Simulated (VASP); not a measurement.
Calculation: PBE GGA with D3 dispersion (Becke-Johnson damping), VASP's PBE PAW potentials (set 64) (plane waves; VASP).

VASP input:

File POSCAR:
```
CsPbBr3
5.8701190
  1.0000000451   0.0000000000   0.0000000000
  0.0000000000   1.0000000451   0.0000000000
  0.0000000000   0.0000000000   1.0000000451
Cs Pb Br
1 1 3
Direct
  0.0000000000   0.0000000000   0.0000000000
  0.5000000000   0.5000000000   0.5000000000
  0.5000000000   0.0000000000   0.5000000000
  0.0000000000   0.5000000000   0.5000000000
  0.5000000000   0.5000000000   0.0000000000
```

### INCAR
```
LCHARG  =  .FALSE.
LWAVE  =  .FALSE.
ALGO  =  Normal   # blocked Davidson
SIGMA  =  0.05
SYSTEM  =  CsPbBr3
EDIFF  =  1E-7   # SCF stop (eV)
LREAL  =  .FALSE.
ISIF  =  2
IVDW  =  12   # D3, Becke-Johnson
NELM  =  100   # most electronic steps
ISMEAR  =  0   # Gaussian
LMAXMIX  =  4   # l cut-off of mixed one-centre charges
PREC  =  Accurate
GGA  =  PE
ENCUT  =  520
LASPH  =  .TRUE.
```

File KPOINTS:
```
Automatic mesh
0
Gamma
4 4 4
0 0 0
```

POTCAR, in this order: Cs_sv Pb_d Br (PBE.64 set). Program: vasp_std.

Unless said otherwise, spin-orbit coupling is left out, though it shifts the bands of the heavy elements here.

Estimate the energy per atom (σ→0), dispersion energy, band gap (on the k-mesh).

```json
{
 "energy per atom (σ→0)": "-3.380 eV/atom",
 "dispersion_energy": "-1.097 eV",
 "band gap (on the k-mesh)": "1.53 eV"
}
```

### OSZICAR
```
...
DAV:   9    -0.158045709617E+02    0.10466E-03   -0.11275E-02   728   0.862E-01    0.108E-01
DAV:  10    -0.158048594278E+02   -0.28847E-03   -0.10211E-03   636   0.203E-01    0.402E-02
DAV:  11    -0.158049388403E+02   -0.79413E-04   -0.18048E-04   608   0.109E-01    0.101E-02
DAV:  12    -0.158049407801E+02   -0.19397E-05   -0.25412E-05   752   0.531E-02    0.784E-03
DAV:  13    -0.158049402709E+02    0.50921E-06   -0.39779E-06   718   0.182E-02    0.297E-03
DAV:  14    -0.158049405062E+02   -0.23535E-06   -0.67608E-07   692   0.597E-03    0.100E-03
DAV:  15    -0.158049405135E+02   -0.72932E-08   -0.32422E-08   362   0.171E-03
   1 F= -.16901511E+02 E0= -.16901511E+02  d E =-.172100E-12
```

The compound is CsPbBr3 in the cubic perovskite structure, the ideal cubic form; the compound distorts at low or room temperature. This cell is one point of a volume scan, at 0.97 of the reference volume.
